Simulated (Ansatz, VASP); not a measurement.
# GaGe: VASP beside Ansatz

The input INCAR:

```
ALGO = Normal ; EDIFF = 1E-6
ENCUT = 520 ; ISIF = 2
ISMEAR = -1 ; LASPH = True
LCHARG = True ; LELF = True
LREAL = False ; LVHAR = True
LWAVE = False ; NBANDS = 20
NELM = 80 ; PREC = Accurate
SIGMA = 0.05
```

The input KPOINTS:

```
k-points
0
Gamma
  8 8 8
```

File POSCAR:

```
GaGe
1.0
    0.0000000000      2.8783947965      2.8783947965
    2.8783947965      0.0000000000      2.8783947965
    2.8783947965      2.8783947965      0.0000000000
Ge Ga
1 1
Direct
    0.0000000000      0.0000000000      0.0000000000
    0.2500000000      0.2500000000      0.2500000000
```

Contents of input.yaml:

```yaml
crystal:
  lattice:
    - [0.0, 2.8783947965, 2.8783947965]
    - [2.8783947965, 0.0, 2.8783947965]
    - [2.8783947965, 2.8783947965, 0.0]
  atoms:
    - { symbol: Ge, position: [0.0, 0.0, 0.0] }
    - { symbol: Ga, position: [0.25, 0.25, 0.25] }
hamiltonian:
  xc: lda
  pseudopotentials: { kind: paw }
kpoints:
  mp_grid: { grid: [8, 8, 8] }
scf:
  occupations: { method: fermi_dirac, width: 0.05 }
output:
  forces: true
  stress: true
  eigenvalues: true
```

The cell comes from a database or a generator and needn't be the stable form of this composition.

Alike in both runs: task single point; functional LDA; k mesh 8 × 8 × 8; occupations fermi-dirac, width 0.05 eV; no spin polarisation.

```csv
,VASP,Ansatz
version,VASP 6.6.1,Ansatz 0.2.0
potentials or method,"VASP PAW LDA potentials, release 64 (Ge_d, Ga_d)",Ansatz PAW
plane-wave cutoff (eV),520,420
valence electrons in the cell,27,27
```

|  | VASP | Ansatz | Ansatz less VASP |
| --- | --- | --- | --- |
| gap on the k mesh at the Fermi level (eV) | none | none | - |
| pressure (GPa) | -3.1 | -3.2 | -0.13 |

A gap of «none» marks a metal or a gap that the smearing closes.

Caveats: the PAW data sets come from PBE, with cores solved anew for the run's functional, which leaves a small shift of forces and pressure (Ansatz).
